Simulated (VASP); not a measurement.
The system is Ti2SiTe2.

```xyz
5
Lattice="-2.5830 2.5830 4.1096 2.5830 -2.5830 4.1096 2.5830 2.5830 -4.1096" Properties=species:S:1:pos:R:3 pbc="T T T"
Ti    0.0000    2.5830    2.0548
Ti    2.5830    0.0000    2.0548
Si    0.0000    0.0000    0.0000
Te    0.0000    2.5830    0.0000
Te    2.5830    0.0000    0.0000
```

The cell was built by a generator and needn't be a form met in nature.

| Quantity | Value |
| --- | --- |
| Program | VASP 6.6.1 |
| Task | relaxation of cell and atoms |
| Functional | PBE |
| Potentials or basis | VASP PAW PBE potentials, release 64 (Ti_sv, Si, Te) |
| Cutoff | 520 eV |
| k mesh | 4 × 4 × 4 |
| Occupations | gaussian, width 0.15 eV |
| Spin | no spin polarisation |

At the start: pressure 58.9 GPa; volume 21.93 Å³/atom.

Where does the relaxation end?

Over 13 steps the energy falls by 2226.4 meV/atom and the volume is 30.08 Å³/atom (+37.1 %); space group I4/mmm (No. 139, to 0.05 Å).

The path:
```csv
step,energy change (eV),largest force (eV/Å),pressure (GPa),volume (Å³)
1,0.0000,0.0000,58.95,109.67
2,0.9944,0.0000,-15.09,245.86
3,-8.4145,0.0000,-3.74,161.33
4,-10.4626,0.0000,-4.01,156.77
5,-10.5224,0.0000,8.73,132.96
6,-11.0117,0.0000,-0.70,146.98
7,-11.0766,0.0000,1.59,141.72
8,-11.0804,0.0000,1.34,142.63
9,-11.0786,0.0000,1.03,143.30
10,-11.1135,0.0000,0.05,147.50
11,-11.1223,0.0000,-0.85,150.95
12,-11.1224,0.0000,0.59,149.82
13,-11.1318,0.0000,0.03,150.38
```

Final structure:
```cif
data_structure
_symmetry_space_group_name_H-M 'P 1'
_symmetry_Int_Tables_number 1
_cell_length_a 6.4576
_cell_length_b 6.4576
_cell_length_c 6.4576
_cell_angle_alpha 130.919
_cell_angle_beta 130.919
_cell_angle_gamma 71.941
_cell_volume 150.38
loop_
_atom_site_label
_atom_site_type_symbol
_atom_site_fract_x
_atom_site_fract_y
_atom_site_fract_z
_atom_site_occupancy
Ti1 Ti 0.75000 0.25000 0.50000 1
Ti2 Ti 0.25000 0.75000 0.50000 1
Si1 Si 0.00000 0.00000 0.00000 1
Te1 Te 0.50000 0.00000 0.50000 1
Te2 Te 0.00000 0.50000 0.50000 1
```

Caveat: the k mesh is coarse (spacing up to 0.43 Å⁻¹), so the values aren't converged; the volume moved by over 15 % at a fixed basis, so the end points are rough.
